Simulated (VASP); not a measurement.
Given:

```
MgO
1.0
    2.92464     0.00000     0.00000
   -1.46232     2.53281     0.00000
    0.00000     0.00000     5.10864
Mg O
2 2
Cartesian
  0.00000   0.00000   0.00000
  0.00000   0.00000   2.55432
  0.00000   1.68854   1.27716
  1.46232   0.84427   3.83148
```

Calculation: PBEsol GGA, VASP's PBE PAW potentials (set 64) (plane waves; VASP). Settings: 520 eV cut-off, 12×12×6 Γ-centred mesh, tetrahedra with Blöchl corrections, potentials Mg O.

Q: Predict the energy per atom (σ→0), band gap (on the k-mesh) with the smallest direct gap where there is one.

A: 
| Quantity | Result |
|---|---|
| band gap (on the k-mesh) | 4.30 eV |
| smallest direct gap (on the k-mesh) | 4.30 eV |
| energy per atom (σ→0) | -6.103 eV/atom |

The absolute energy has meaning only against runs of the same code, potentials and settings.

The structure was generated: MgO was put into the NiAs type type (P6_3/mmc), which need not be its known phase. It was relaxed first, which changed the volume by -12 %.
